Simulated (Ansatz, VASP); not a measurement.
# Cross-check of Si3N4 (amorphous silicon nitride) between VASP and Ansatz

Wanted: the spread between two codes on one cell, functional and k mesh. The structure shown is the end of the Ansatz relaxation below.

Program: Ansatz 0.2.0. Level of theory: plane waves, with VASP 6.6.1 beside it; single point at PBE. Results are calculated unless marked as measured.

**1. Starting point**

The cell holds 126 atoms: 54 Si and 72 N. Cell: a = 11.033 Å, b = 11.057 Å, c = 11.029 Å, α = 90.0°, β = 90.0°, γ = 90.0°. As first built, before any earlier steps moved the atoms (in the runner's words): 126 atoms (54 Si, 72 N) placed at random at 3.14 g/cm^3 and pushed apart to contact distance.

**2. Ansatz: relaxation, PBE**

Ansatz runs on its default PAW (the set named soft_2) files.

This run makes the geometry at which the two programs are then compared.

input.yaml reads:

```yaml
crystal:
  lattice:
    - [11.02785, 0.0, 0.0]
    - [0.0, 11.05672, 0.0]
    - [0.0, 0.0, 11.02752]
  atoms:
    - { symbol: Si, position: [0.52699, 0.83214, 0.20302] }
    - { symbol: Si, position: [0.1142, 0.68507, 0.60551] }
    # ... one line an atom, as in the record's system
kpoints:
  mp_grid: { grid: [2, 2, 2] }
hamiltonian:
  xc: pbe
scf:
  occupations: { method: fixed }
output:
  forces: true
  stress: true
relax:
  f_tol: 0.04
  max_steps: 20
  cell: { stress_tol: 0.1, fix: [alpha, beta, gamma] }
```

On the command line:

```console
ansatz run input.yaml --threads 32 --pin off --max-ram 92160MiB --backend cuda --events-out ev --progress --plain --runs-dir out --max-vram 78GiB
```

Numbers of over 12 decimals in the logs are rounded to 6 here.

Output:

```text
Engine: ansatz 0.2.0, aarch64-unknown-linux-gnu
Pseudopotentials: kind: paw
Pseudopotential: Si, paw, valence charge 4, recommended cutoff 420 eV (normal), Si.paw.azcp
Pseudopotential: N, paw, valence charge 5, recommended cutoff 420 eV (normal), N.paw.azcp
device memory: the entry about to start is reckoned to put 31.8 GiB on a device that reports 177.8 GiB free (of which the cap on the GPU budget leaves the run 78.0 GiB)
GPU FFT provider: cuFFT
GPU libraries: cuBLAS 13.8.1, cuFFT 12.4.0, cuSOLVER 12.3.2
GPU matrix products: emulated (plane waves: as basis.precision tells), large ones in fixed point in workspaces of 1.00 GiB
Crystal: 126 atoms, lattice volume = 1344.606 Å³
Basis set: ecut = 420 eV, 26201 PW (Γ), exchange–correlation on 150×150×150 points (8 copies of the dense FFT grid, shifted against one another)
Bands: 414, of which v1, the nominal top of the filled ones, is band 288 counted from 1 (287 counted from 0)
k-points: 8
GPU buffer pool allocated for 421875 grid points (all kernels)
GPU transforms: local potential and band sums: pruned to the plane-wave sphere, on 75×75×75
automatic band count: iteration 3 solves 376 bands in place of 414: the levels show a gap, and the empty bands left out lie too high to hold charge; the band table lists the bands solved (type scf.n_extra_bands for more)
relax step   1: F+E_penalty+E_count = -62067.00098156 eV  Δ(F+E_penalty+E_count) = +0.000e0 eV  max|allowed force component| = 6.076e-2 eV/Å  Δτ_max = 0.0000 Å  P = +0.105 GPa  Ω = 1344.606 Å³
[...]
relax step   2: F+E_penalty+E_count = -62067.00295244 eV  Δ(F+E_penalty+E_count) = -1.971e-3 eV  max|allowed force component| = 4.047e-2 eV/Å  Δτ_max = 0.0045 Å  P = +0.049 GPa  Ω = 1344.957 Å³
[...]
relax step   3: F+E_penalty+E_count = -62067.00392809 eV  Δ(F+E_penalty+E_count) = -9.757e-4 eV  max|allowed force component| = 3.239e-2 eV/Å  Δτ_max = 0.0062 Å  P = -0.024 GPa  Ω = 1345.391 Å³
[...]
relax step   4: F+E_penalty+E_count = -62067.00461023 eV  Δ(F+E_penalty+E_count) = -6.821e-4 eV  max|allowed force component| = 3.237e-2 eV/Å  Δτ_max = 0.0000 Å  P = -0.021 GPa  Ω = 1345.391 Å³
basis re-selected at this cell: Δ(F+E_penalty+E_count) = -6.821e-4 eV, ΔP = +0.003 GPa vs the last step (what re-selecting the basis moved, of the pressure what is left beyond the Pulay correction that the steps carried, after the strain that the cell walked since its last selection, with what the two solves' SCF thresholds leave and, on support functions, any second-order correction that the steps lacked; it is no m [...]
SCF converged after 5 iterations
Free energy (F): -62067.004610 eV
Internal energy: -62067.004610 eV  (E = F + TS)
E sigma→0 (E₀):  -62067.004610 eV
Fermi energy:    8.316639 eV
--- Forces (eV/Å), atoms counted from 1 ---
  max |Σ_I F_I| component: 1.63e-5 eV/Å
--- Stress (GPa, compression-positive) ---
       -0.022584      -1.994152       0.149323
       -1.994150      -0.024690      -1.502618
        0.149322      -1.502617      -0.016984
  P = ⅓ Tr σ = -0.0214 GPa (-0.214 kbar)
--- Band table (eV; the first three rows and the last of 8) ---
--- Relaxed structure (3 steps of the walk, 3 accepted, 1 SCFs on fresh bases) ---
  F+E_penalty+E_count = -62067.00461023 eV   max|allowed force component| = 3.237e-2 eV/Å   (the final SCF, on the basis selected at the relaxed cell)
  cell:  # Å, volume = 1345.3908 Å³
    - [11.032606, 0, 0]
    - [0, 11.056814, 0]
    - [0, 0, 11.029107]
  atoms:
    [... one line an atom ...]
```

**3. VASP: single point, PBE**

The same cell, functional and mesh now go to VASP, with its own data sets.

Lines of VASP's logs that name or quote its potential files are left out, and so is its time.

INCAR reads:

```
SYSTEM = Si3N4
PREC = Accurate
ENCUT = 520
EDIFF = 1E-06
NELM = 120
ISMEAR = 0
SIGMA = 0.01
LREAL = Auto
ALGO = Normal
GGA = PE
NBANDS = 384
LORBIT = 11
LWAVE = .FALSE.
LCHARG = .FALSE.
ISIF = 2
LASPH = .TRUE.
GGA_COMPAT = .FALSE.
EFERMI = MIDGAP
KPAR = 8
```

POSCAR reads:

```
Si3N4
1.0
   11.0326060000      0.0000000000      0.0000000000
    0.0000000000     11.0568140000      0.0000000000
    0.0000000000      0.0000000000     11.0291070000
Si N
54 72
Direct
    0.5267700000      0.8320900000      0.2030400000
    0.1144500000      0.6852600000      0.6055800000
    0.7367100000      0.5144000000      0.3740300000
    0.9990000000      0.9258600000      0.4925400000
    0.3587600000      0.6515000000      0.1104300000
    0.3077000000      0.4458500000      0.3065900000
    0.4809400000      0.5178700000      0.4874700000
    0.3511300000      0.1087000000      0.6911500000
    0.8750200000      0.9249500000      0.7580100000
    0.1074800000      0.0172300000      0.1776600000
    0.6282600000      0.9683500000      0.9571200000
    0.8286800000      0.7876200000      0.9747600000
    0.5115600000      0.4771900000      0.7504100000
    0.7707300000      0.4408100000      0.8381900000
    0.8270600000      0.1817800000      0.7641000000
    0.5798600000      0.6416200000      0.9102300000
    0.0837100000      0.1814000000      0.4040500000
    0.6383900000      0.0291100000      0.3416800000
    0.0869800000      0.2485800000      0.6584900000
    0.7348500000      0.9773300000      0.5967500000
    0.2772000000      0.0172100000      0.4933100000
    0.0667100000      0.6533200000      0.0392500000
    0.3052400000      0.6640000000      0.7689200000
    0.0408100000      0.2506600000      0.9269400000
    0.2176900000      0.4292600000      0.5628400000
    0.0740900000      0.5653300000      0.2819300000
    0.8453600000      0.2624300000      0.5025300000
    0.2348000000      0.8389100000      0.1295400000
    0.2753400000      0.0804200000      0.9782100000
    0.1727900000      0.3772700000      0.1036600000
[... 90 atom lines left out ...]
    0.7860900000      0.9449400000      0.9641700000
    0.9276700000      0.1941400000      0.3806000000
    0.8902400000      0.9365200000      0.6003600000
    0.5349800000      0.4235700000      0.6052900000
    0.0799600000      0.3447000000      0.7975100000
    0.2243800000      0.5329700000      0.7936500000
```

KPOINTS reads:

```
Automatic mesh
0
Gamma
2 2 2
0 0 0
```

PAW data sets: Si and N (PBE family, release 64).

On the command line:

```console
mpirun -np 16 vasp_std
```

Output:

```text
[banner, memory and clock lines left out]
running   16 mpi-ranks, on    1 nodes
[...]
|                                                                             |
|           W    W    AA    RRRRR   N    N  II  N    N   GGGG   !!!           |
|           W    W   A  A   R    R  NN   N  II  NN   N  G    G  !!!           |
|           W    W  A    A  R    R  N N  N  II  N N  N  G       !!!           |
|           W WW W  AAAAAA  RRRRR   N  N N  II  N  N N  G  GGG   !            |
|           WW  WW  A    A  R   R   N   NN  II  N   NN  G    G                |
|           W    W  A    A  R    R  N    N  II  N    N   GGGG   !!!           |
|                                                                             |
|     For optimal performance we recommend to set                             |
|       NCORE = 2 up to number-of-cores-per-socket                            |
|     NCORE specifies how many cores store one orbital (NPAR=cpu/NCORE).      |
|     This setting can greatly improve the performance of VASP for DFT.       |
|     The default, NCORE=1 might be grossly inefficient on modern             |
|     multi-core architectures or massively parallel machines. Do your        |
|     Unfortunately you need to use the default for GW and RPA                |
|     calculations (for HF NCORE is supported but not extensively tested      |
|     yet).                                                                   |
|                                                                             |

 LDA part: xc-table for (Slater+PW92), standard interpolation
 POSCAR, INCAR and KPOINTS ok, starting setup
[...]
entering main loop
       N       E                     dE             d eps       ncg     rms          rms(c)
DAV:   1     0.277994787058E+04    0.27799E+04   -0.28328E+05  6144   0.139E+03
DAV:   2    -0.845060472967E+03   -0.36250E+04   -0.34560E+04  7520   0.298E+02
DAV:   3    -0.112100681072E+04   -0.27595E+03   -0.27303E+03  7448   0.834E+01
DAV:   4    -0.112748891418E+04   -0.64821E+01   -0.64512E+01  7728   0.131E+01
[...]
DAV:  16    -0.981363315430E+03   -0.20128E-04   -0.37334E-05  7008   0.111E-02    0.806E-03
DAV:  17    -0.981363318649E+03   -0.32193E-05   -0.81138E-06  7536   0.557E-03    0.518E-03
DAV:  18    -0.981363319393E+03   -0.74331E-06   -0.15442E-06  4520   0.248E-03
   1 F= -.98136332E+03 E0= -.98136332E+03  d E =0.000000E+00
```

Parts of OUTCAR (step 3):

```text
  FREE ENERGIE OF THE ION-ELECTRON SYSTEM (eV)
  ---------------------------------------------------
  free  energy   TOTEN  =      -981.3633193926 eV

  energy  without entropy=     -981.3633193926  energy(sigma->0) =     -981.36331939

[... 2 further parts left out ...]
[key lines of the parts left out:]
E-fermi :   7.9050
```

The run ends at a pressure of -0.22 GPa, with forces up to 0.067 eV/Å.

**4. Differences**

Known differences besides the potentials themselves: fixed occupations in Ansatz, narrow Gaussian smearing in VASP; the cutoff is 420 eV in Ansatz and 520 eV in VASP (PREC = Accurate, projectors in real space). Total energies have different zeros and are not compared.

The two programs side by side:

| quantity | Ansatz | VASP | difference |
| --- | --- | --- | --- |
| gap on the k mesh (eV) | 2.149 | 2.130 | +0.018 |

A gap on the mesh is an upper bound, since the band edges may lie between its points.

**5. Results**

| Property | Result |
| --- | --- |
| difference in gap on the k mesh (single point, PBE) | 0.018 eV |

**Reading.** The difference in gap on the k mesh is 0.018 eV (single point, PBE), within the 0.08 eV picked in this series as the mark of a large difference. How closely two codes agree says nothing of how well the functional describes the real material.

[Lines on the potential files, build, host, timing and source positions are cut from VASP's logs without a mark.]

[Logs are printed without paths, hosts, clocks, repeated set-up lines and the standing remarks that a program may print on its own settings, such as how far it seeks lower states.]

[Hosts, paths, dates, database ids (printed as entryN), source tags and the programs' standing remarks are cut or masked in the printed files.]
